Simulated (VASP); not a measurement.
Four VASP jobs (plane waves, PAW):

A. Pd (relaxed from the diamond structure, space group Fd-3m), 2 atoms, r2SCAN, static run, 400 eV, 12×12×12 Γ-centred mesh
B. Mg$_{2}$ZnO$_{3}$ (space group P-3m1), 6 atoms, r2SCAN, optics run with many empty bands, 520 eV, 11×11×4 Γ-centred mesh
C. BeMg3Te4 (ordered alloy cell), 8 atoms, PBEsol, static run, 400 eV, 4×4×4 Γ-centred mesh
D. LiF (rock salt), 2 atoms, LDA, static run, 520 eV, 12×12×12 Γ-centred mesh

The timings are rough (shared machines, no repeats); factors under 2 mean little.

Task: Order them by core time, cheapest first.

Result: D (20 core-seconds), C (70 core-seconds), A (6 core-minutes), B (30 core-minutes)
